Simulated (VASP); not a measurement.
Data:

```yaml
crystal:
  lattice:
    - [1.77946, -3.08211, 0.00000]
    - [1.77946, 3.08211, 0.00000]
    - [0.00000, 0.00000, 5.52231]
  atoms:
    - { symbol: Tm, position: [0.33333, 0.66667, 0.25000] }
    - { symbol: Tm, position: [0.66667, 0.33333, 0.75000] }
```

Method: PBE GGA, VASP's PBE PAW potentials (set 64) (plane waves; VASP). Settings: 400 eV cut-off, 11×11×6 Γ-centred mesh, first-order Methfessel-Paxton smearing of 0.10 eV, potentials Tm_3.

The 4f electrons are frozen in the core of the lanthanide potential, so 4f levels, which can set the real gap, and their magnetism are missing.

Problem. Predict the energy per atom (σ→0), band gap (on the k-mesh) with the smallest direct gap where there is one.

Solution. 
```json
{
  "band gap (on the k-mesh)": "none (metal, semimetal or under 0.01 eV)",
  "energy per atom (σ→0)": "-4.479 eV/atom"
}
```

The absolute energy has meaning only against runs of the same code, potentials and settings.

The compound is Tm in the hcp structure. It was relaxed first. The start is the result of an earlier pass.
